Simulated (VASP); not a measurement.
Here is the system:

```
CELL_PARAMETERS angstrom
      0.00000     2.31219     2.31219
      2.31219     0.00000     2.31219
      2.31219     2.31219     0.00000
ATOMIC_POSITIONS crystal
  Na 0.00000 0.00000 0.00000
  F  0.50000 0.50000 0.50000
```

These are MS2 meta-GGA, VASP's PBE PAW potentials (set 64) (plane waves; VASP) values and carry that method's errors. Numerical set-up: 520 eV cut-off, 10×10×10 Γ-centred mesh, Gaussian smearing of 0.050 eV, potentials Na_pv F.

Q: Predict the energy per atom (σ→0), pressure, band gap (on the k-mesh) with the smallest direct gap where there is one.

A: 
The band gap (on the k-mesh) is 6.66 eV. The smallest direct gap (on the k-mesh) comes out as 6.66 eV, the energy per atom (σ→0) comes out as -7.158 eV/atom and the pressure is -1.05 GPa.

The compound is NaF in the rock salt structure. This cell is one point of a volume scan, at 1.03 of the reference volume.
